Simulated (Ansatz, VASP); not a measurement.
# Cross-check of ZnO (zincite) between VASP and Ansatz, part 2 of 2

Wanted: the spread between two codes on one cell, functional and k mesh. The cell is taken from a series of runs on this material, whose earlier steps may have relaxed, scaled, displaced or heated it; both programs get it as it stands.

VASP 6.6.1 and Ansatz 0.2.0.

So far: The starting structure; VASP: relaxation of cell and atoms, r2SCAN.

## (3) Ansatz: relaxation of cell and atoms, r2SCAN

Level of this step: Ansatz beside VASP: Kohn-Sham DFT, plane waves, r2SCAN (Ansatz).

Ansatz runs on its PAW soft_1 files.

The same cell, functional and mesh now go to Ansatz, which takes its cutoff from its data sets.

Input file input.yaml:

```yaml
crystal:
  lattice:
    - [3.2352784346, 0.0, 0.0]
    - [-1.6176392173, 2.8018333127, 0.0]
    - [0.0, 0.0, 5.2112189811]
  atoms:
    - { symbol: Zn, position: [0.3333333333, 0.6666666667, 0.4996715184] }
    - { symbol: Zn, position: [0.6666666667, 0.3333333333, -0.0003284816] }
    - { symbol: O, position: [0.6666666667, 0.3333333333, 0.3793384816] }
    - { symbol: O, position: [0.3333333333, 0.6666666667, 0.8793384816] }
kpoints:
  mp_grid: { grid: [9, 9, 6] }
hamiltonian:
  xc: r2scan
  pseudopotentials: { kind: paw, azcp: { folder: soft_1 } }
scf:
  occupations: { method: fixed }
  lower_state_search: "off"
output:
  forces: true
  stress: true
  eigenvalues: true
relax:
  adjacent_minimum: "off"
  f_tol: 0.001
  max_steps: 60
  cell: { stress_tol: 0.01 }
```

Command:

```console
$ ansatz run input.yaml --threads 18 --pin off --max-ram 92160MiB --backend cuda --events-out ev --progress --plain --runs-dir out --max-vram 78GiB
```

Numbers of over 12 decimals in the logs are rounded to 6 here.

What it wrote:

```text
Engine: ansatz 0.2.0, aarch64-unknown-linux-gnu
Pseudopotentials: kind: paw
Pseudopotential: Zn, paw, valence charge 12, recommended cutoff 500 eV (meta_gga), soft_1/Zn.paw.azcp
Pseudopotential: O, paw, valence charge 6, recommended cutoff 500 eV (meta_gga), soft_1/O.paw.azcp
Functional definition: r2SCAN
  parameter k0 = 0.174
  parameter k1 = 0.065
  parameter a1 = 4.9479
  exchange = r2scan_x(k0 = k0, k1 = k1, a1 = a1)
  correlation = r2scan_c
device memory: the entry about to start is reckoned to put 2.0 GiB on a device that reports 160.1 GiB free (of which the cap on the GPU budget leaves the run 78.0 GiB)
GPU FFT provider: cuFFT
GPU libraries: cuBLAS 13.8.1, cuFFT 12.4.0, cuSOLVER 12.3.2
GPU matrix products: emulated (plane waves: as basis.precision tells), large ones in fixed point in workspaces of 1.00 GiB
Crystal: 4 atoms, lattice volume = 47.238 Å³
Basis set: ecut = 500 eV, 1165 PW (Γ), exchange–correlation on 96×96×160 points (64 copies of the dense FFT grid, shifted against one another)
Bands: 22, of which v1, the nominal top of the filled ones, is band 18 counted from 1 (17 counted from 0)
Symmetry: 12 space group operations
Space group: P63mc (ITA 186), of the structure as read, at distance tolerance 3.6e-5 Å
k-points: 48 of 486 (time reversal used)
Non-local potential: Zn, projectors of the file, l = 0: 2, l = 1: 2, l = 2: 3, l = 3: 1
Non-local potential: O, projectors of the file, l = 0: 2, l = 1: 2, l = 2: 1
PAW form: soft (Blöchl's): semilocal exchange-correlation on the pseudo side does not see the compensation charge
PAW frozen core: Zn, regenerated for the run's functional (the file was generated under x = pbe(κ = 0.804, μ = 0.219515), c = pbe(β = 0.066725))
PAW frozen core: O, regenerated for the run's functional (the file was generated under x = pbe(κ = 0.804, μ = 0.219515), c = pbe(β = 0.066725))
PAW one-centre angular grid: Zn, 590 points (default); XC on 160 Gauss nodes
PAW one-centre angular grid: O, 302 points (default); XC on 160 Gauss nodes
Initial density: superposition of atomic densities (chi_scale 0.1, normalization cell, long waves kept (reshape's long-wave potential 0.00 eV rms))
Initial wavefunctions: pseudopotential atomic-orbital guess
GPU buffer pool allocated for 23040 grid points (all kernels)
GPU transforms: local potential and band sums: pruned to the plane-wave sphere, on 24×24×40
Functional: x = r2scan, c = r2scan; τ floored in thin density (d = 2e-4 eV/Å³)
SCF iter   1: F=-7788.055925 eV  HF=-7790.853432 eV  |F-HF|=2.80e0  |Δ(HF+E_count)|=         —  Δρ=1.24e-1  dr2=3.83e0  dr2_τ=8.75e-2  ethr=3.10e-3  ⟨swp⟩=4.2  Hψ=5200  notcnv=0  defer=81
preconditioner: auto → Resta (q_TF=auto, 2.608 Å⁻¹)  ε∞=5.7  [insulator: Δε(μ)=1.689 eV  Ē_g=14.888 eV  n_scr=22 (ndim 8)  ℏωp=32.4 eV  f_vac=0.000  ε∞_Penn≈5.7]
SCF iter   2: F=-7789.747415 eV  HF=-7789.894128 eV  |F-HF|=1.47e-1  |Δ(HF+E_count)|=   9.59e-1  Δρ=3.02e-2  dr2=3.59e-1  dr2_τ=1.73e-2  ethr=3.10e-3  ⟨swp⟩=2.8  Hψ=2648  notcnv=0  defer=80
SCF iter   3: F=-7789.807296 eV  HF=-7789.854116 eV  |F-HF|=4.68e-2  |Δ(HF+E_count)|=   4.00e-2  Δρ=2.16e-2  dr2=1.73e-1  dr2_τ=3.94e-3  ethr=9.97e-4  ⟨swp⟩=2.0  Hψ=2506  notcnv=0  defer=86
SCF iter   4: F=-7789.862339 eV  HF=-7789.854331 eV  |F-HF|=8.01e-3  |Δ(HF+E_count)|=   2.14e-4  Δρ=8.21e-3  dr2=1.49e-2  dr2_τ=5.80e-4  ethr=4.79e-4  ⟨swp⟩=2.1  Hψ=2124  notcnv=0  defer=91
SCF iter   5: F=-7789.862910 eV  HF=-7789.865538 eV  |F-HF|=2.63e-3  |Δ(HF+E_count)|=   1.12e-2  Δρ=3.04e-3  dr2=3.89e-3  dr2_τ=1.59e-4  ethr=4.15e-5  ⟨swp⟩=2.5  Hψ=2529  notcnv=0  defer=92
SCF iter   6: F=-7789.864585 eV  HF=-7789.864616 eV  |F-HF|=3.15e-5  |Δ(HF+E_count)|=   9.22e-4  Δρ=1.40e-3  dr2=4.72e-4  dr2_τ=9.26e-6  ethr=1.08e-5  ⟨swp⟩=2.7  Hψ=2192  notcnv=0  defer=93
SCF iter   7: F=-7789.864739 eV  HF=-7789.864762 eV  |F-HF|=2.29e-5  |Δ(HF+E_count)|=   1.45e-4  Δρ=3.41e-4  dr2=3.72e-5  dr2_τ=1.70e-6  ethr=1.31e-6  ⟨swp⟩=2.0  Hψ=2114  notcnv=0  defer=93
SCF iter   8: F=-7789.864778 eV  HF=-7789.864778 eV  |F-HF|=4.03e-8  |Δ(HF+E_count)|=   1.61e-5  Δρ=5.16e-5  dr2=1.02e-6  dr2_τ=1.57e-8  ethr=1.03e-7  ⟨swp⟩=2.0  Hψ=1829  notcnv=0
SCF iter   9: F=-7789.864778 eV  HF=-7789.864778 eV  |F-HF|=2.96e-9  |Δ(HF+E_count)|=   1.95e-7  Δρ=7.19e-6  dr2=1.91e-8  dr2_τ=1.00e-9  ethr=2.78e-10  ⟨swp⟩=5.1  Hψ=6096  notcnv=0
SCF 1 converged in 9 iterations: F = -7789.864778 eV  dr2 = 1.91e-8
  greatest PAW one-centre occupation: 0.987 electrons in one spin orbital (limit 2), on the Zn atom at site 1 (counted from 0), in its partial waves of l = 2
relax step   1: F+E_penalty+E_count = -7789.86477818 eV  Δ(F+E_penalty+E_count) = +0.000e0 eV  max|allowed force component| = 6.222e-6 eV/Å  Δτ_max = 0.0000 Å  P = -0.001 GPa  Ω = 47.238 Å³  (9 SCF iters, dr2 threshold 1.00e-7 eV, accepted)
device memory: the entry about to start is reckoned to put 2.0 GiB on a device that reports 160.1 GiB free (of which the cap on the GPU budget leaves the run 78.0 GiB)
GPU FFT provider: cuFFT
GPU libraries: cuBLAS 13.8.1, cuFFT 12.4.0, cuSOLVER 12.3.2
GPU matrix products: emulated (plane waves: as basis.precision tells), large ones in fixed point in workspaces of 1.00 GiB
Initial density: handed on by an earlier stage of this run
Initial wavefunctions: pseudopotential atomic-orbital guess (no wavefunctions were taken with the density)
GPU buffer pool allocated for 23040 grid points (all kernels)
GPU transforms: local potential and band sums: pruned to the plane-wave sphere, on 24×24×40
iter 1 solved again at ethr=8.62e-8 eV; its pass at ethr=3.10e-3 eV (dr2=3.10e-5 eV) is discarded
SCF iter   1: F=-7789.864670 eV  HF=-7789.864670 eV  |F-HF|=2.73e-9  |Δ(HF+E_count)|=         —  Δρ=7.13e-6  dr2=1.91e-8  dr2_τ=1.14e-9  ethr=8.62e-8  ⟨swp⟩=3.5  Hψ=8534  notcnv=0  defer=90
preconditioner: auto → Resta (q_TF=auto, 2.608 Å⁻¹)  ε∞=6.8  [insulator: Δε(μ)=1.235 eV  Ē_g=13.500 eV  n_scr=22 (ndim 8)  ℏωp=32.4 eV  f_vac=0.036  ε∞_Penn≈6.8]
SCF iter   2: F=-7789.864778 eV  HF=-7789.864778 eV  |F-HF|=2.40e-9  |Δ(HF+E_count)|=   1.09e-4  Δρ=3.93e-6  dr2=7.70e-9  dr2_τ=2.93e-10  ethr=5.31e-11  ⟨swp⟩=2.9  Hψ=2104  notcnv=0  defer=87
SCF iter   3: F=-7789.864778 eV  HF=-7789.864778 eV  |F-HF|=7.46e-10  |Δ(HF+E_count)|=   2.86e-9  Δρ=2.36e-6  dr2=2.16e-9  dr2_τ=2.10e-10  ethr=2.14e-11  ⟨swp⟩=2.1  Hψ=1920  notcnv=0  defer=87
SCF iter   4: F=-7789.864778 eV  HF=-7789.864778 eV  |F-HF|=6.28e-11  |Δ(HF+E_count)|=  1.82e-12  Δρ=7.32e-7  dr2=1.23e-10  dr2_τ=7.33e-12  ethr=6.01e-12  ⟨swp⟩=2.5  Hψ=1808  notcnv=0  defer=87
SCF iter   5: F=-7789.864778 eV  HF=-7789.864778 eV  |F-HF|=5.64e-11  |Δ(HF+E_count)|=  9.09e-12  Δρ=3.57e-7  dr2=3.22e-11  dr2_τ=2.85e-12  ethr=1.00e-12  ⟨swp⟩=2.0  Hψ=1799  notcnv=0  defer=87
SCF iter   6: F=-7789.864778 eV  HF=-7789.864778 eV  |F-HF|=1.00e-11  |Δ(HF+E_count)|=  1.09e-11  Δρ=1.57e-7  dr2=5.84e-12  dr2_τ=4.25e-13  ethr=1.00e-12  ⟨swp⟩=1.0  Hψ=1056  notcnv=0  defer=87
SCF iter   7: F=-7789.864778 eV  HF=-7789.864778 eV  |F-HF|=1.82e-12  |Δ(HF+E_count)|=  3.64e-12  Δρ=3.62e-8  dr2=2.89e-13  dr2_τ=1.29e-14  ethr=1.00e-12  ⟨swp⟩=8.6  Hψ=5902  notcnv=0
SCF 2 converged in 7 iterations: F = -7789.864778 eV  dr2 = 2.89e-13
relax step   2: F+E_penalty+E_count = -7789.86477819 eV  Δ(F+E_penalty+E_count) = -2.841e-9 eV  max|allowed force component| = 1.249e-5 eV/Å  Δτ_max = 0.0000 Å  P = -0.001 GPa  Ω = 47.238 Å³  stress off target by 2.40e-3 GPa  SCF on the basis re-selected at this cell (its energy is not comparable with the rows above)  (7 SCF iters)
basis re-selected at this cell: Δ(F+E_penalty+E_count) = -2.841e-9 eV, ΔP = +0.000 GPa vs the last step (what re-selecting the basis moved, of the pressure what is left beyond the Pulay correction that the steps carried, after the strain that the cell walked since its last selection, with what the two solves' SCF thresholds leave and, on support functions, any second-order correction that the steps lacked; it is no m [...]
SCF converged after 7 iterations
Free energy (F): -7789.864778 eV
Harris-Foulkes:  -7789.864778 eV  (|F-HF|=1.82e-12)
Internal energy: -7789.864778 eV  (E = F + TS)
E sigma→0 (E₀):  -7789.864778 eV
Fermi energy:    6.917586 eV
--- Per-component energies (eV) ---
  E_band       = 47.829973
  E_kinetic    = 629.972782
  E_local      = -4446.387380  (includes V_loc(G=0)·N_el)
  E_nonlocal   = 1767.648772
  E_hartree    = 1676.943263
  E_xc         = -280.240470
  E_vxc        = -304.723284  (∫ρ·V_xc dr)
  E_paw        = -4167.119804  (= ΣΔE_a)
  E_vpaw       = -970.515419  (= ΣTr[D̂ρ^β])
  E_aug_tail   = 0.000657  (compensation charges beyond the density's cutoff)
  E_vtau       = 17.947294  (kinetic-family band-sum trace: ∫τ·v_τ [+ j·A + Jᵃ·Aᵃ] dr)
  E_ewald      = -2970.253481
  E_core_change = -0.429116  (= ΣΔE_core)
  E_smearing   = -0.000000  (= −TS)
  E_closure    = 0.000000  (closes the sum)
  Σ components = -7789.864778   (vs F -7789.864778, Δ=0.00e0)
--- Forces (eV/Å), atoms counted from 1 ---
  atom   1  Zn     0.00000000     0.00000000     0.00001823
  atom   2  Zn     0.00000000    -0.00000000     0.00001823
  atom   3  O     -0.00000000     0.00000000    -0.00000676
  atom   4  O      0.00000000    -0.00000000    -0.00000676
  max |Σ_I F_I| component: 2.29e-5 eV/Å
--- Stress (GPa, compression-positive) ---
       -0.002398       0.000000      -0.000000
        0.000000      -0.002398       0.000000
       -0.000000       0.000000       0.002024
  P = ⅓ Tr σ = -0.0009 GPa (-0.009 kbar)
--- Band table (eV; the first three rows and the last of 48) ---
  k-point 0: bands = [... 14 lower, 6.1026, 6.8206, 6.9176, 6.9176, 8.1522, 12.8003, 15.7476, 20.6888]
  k-point 1: bands = [... 14 lower, 6.1584, 6.3200, 6.8644, 6.8644, 8.7446, 12.5278, 15.9898, 20.6897]
  k-point 2: bands = [... 14 lower, 6.3101, 6.3101, 6.7180, 6.7180, 9.7764, 11.8199, 16.6698, 19.2245]
  k-point 47: bands = [... 14 lower, 4.1763, 4.1763, 5.6278, 5.6278, 15.4504, 15.4504, 15.6459, 15.6459]
--- Relaxed structure (1 steps of the walk, 1 accepted, 1 SCFs on fresh bases) ---
  F+E_penalty+E_count = -7789.86477819 eV   max|allowed force component| = 1.249e-5 eV/Å   (the final SCF, on the basis selected at the relaxed cell)
  cell:  # Å, volume = 47.2382 Å³
    - [3.235278, 0.0, 0.0]
    - [-1.617639, 2.801833, 0.0]
    - [0.0, 0.0, 5.2112189811]
  atoms:
    - { symbol: Zn, position: [0.333333, 0.666667, 0.4996715184] }
    - { symbol: Zn, position: [0.666667, 0.333333, -0.0003284816] }
    - { symbol: O, position: [0.666667, 0.333333, 0.3793384816] }
    - { symbol: O, position: [0.333333, 0.666667, 0.879338] }
```

## (4) Comparison

Known differences besides the potentials themselves: VASP keeps PBE cores, Ansatz makes them for the functional; fixed occupations in Ansatz, narrow Gaussian smearing in VASP; the cutoff is 500 eV in Ansatz and 660 eV in VASP; Ansatz adds a Pulay correction to the stress that steers its cell, VASP none. Total energies have different zeros and are not compared.

Both answers:

```tsv
quantity	Ansatz	VASP	difference
volume (Å³)	47.24	47.44	-0.42 %
edge a after relaxation, in the typed setting (Å)	3.235	3.240	-0.15 %
edge c after relaxation, in the typed setting (Å)	5.211	5.218	-0.13 %
```

## (5) What came out

| Property | Result |
| --- | --- |
| difference in volume (relaxation of cell and atoms, r2SCAN) | -0.42 % |

What this shows: The difference in volume is -0.42 % (relaxation of cell and atoms, r2SCAN), within the 1.2 % picked in this series as the mark of a large difference, as far as the stopping tolerances let one tell. Such differences can come from data sets, numerical settings and the points named under the comparisons, not from the functional's error against experiment.

[Lines on the potential files, build, host, timing and source positions are cut from VASP's logs without a mark.]

[Logs are printed without paths, hosts, clocks, repeated set-up lines and the standing remarks that a program may print on its own settings, such as how far it seeks lower states.]

[Hosts, paths, dates, database ids (printed as entryN), source tags and the programs' standing remarks are cut or masked in the printed files.]
